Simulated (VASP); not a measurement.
Consider the following.

```yaml
crystal:
  lattice:
    - [1.79026, -3.10082, 0.00000]
    - [1.79026, 3.10082, 0.00000]
    - [0.00000, 0.00000, 6.54325]
  atoms:
    - { symbol: Pt, position: [0.00000, 0.00000, 0.00000] }
    - { symbol: S, position: [0.33333, 0.66667, 0.18793] }
    - { symbol: S, position: [0.66667, 0.33333, 0.81207] }
```

Computed with PW91 GGA, VASP's PBE PAW potentials (set 64) (plane waves; VASP 6.6.1). Settings: 520 eV cut-off, Gaussian smearing of 0.050 eV, potentials Pt S.

Without a dispersion term in the relaxation, distances and binding between the weakly bound layers, chains or molecules are unreliable, and so is what depends on them. Unless said otherwise, spin-orbit coupling is left out, though it shifts the bands of the heavy elements here.

Give the energies of bands 3 to 14 at the high-symmetry points, in eV from the valence-band maximum.

| band | Γ | M | K | A | L | H |
|---|---|---|---|---|---|---|
| 3 | -5.61 | -6.35 | -5.42 | -5.61 | -6.37 | -5.39 |
| 4 | -5.61 | -5.03 | -5.17 | -5.61 | -5.03 | -5.19 |
| 5 | -5.34 | -4.09 | -5.17 | -5.14 | -4.07 | -5.19 |
| 6 | -2.94 | -3.79 | -3.53 | -2.94 | -3.89 | -3.52 |
| 7 | -2.94 | -2.28 | -3.53 | -2.94 | -2.28 | -3.52 |
| 8 | -1.02 | -2.21 | -2.56 | -1.09 | -2.24 | -2.55 |
| 9 | -0.43 | -2.12 | -2.28 | -0.78 | -2.10 | -2.37 |
| 10 | -0.40 | -1.77 | -0.81 | -0.41 | -1.82 | -0.87 |
| 11 | -0.40 | -1.61 | -0.81 | -0.41 | -1.35 | -0.87 |
| 12 | 3.03 | 2.58 | 1.90 | 3.06 | 2.69 | 2.13 |
| 13 | 3.03 | 2.87 | 1.90 | 3.06 | 2.80 | 2.13 |
| 14 | 5.31 | 5.54 | 6.49 | 5.90 | 5.36 | 7.02 |

The gap is indirect, 1.60 eV, from the valence maximum at K-Γ at 0.56 to the conduction minimum at A-L at 0.44.

The compound is PtS2 in the 1T layered structure. It was relaxed first, which changed the volume by +33 %.
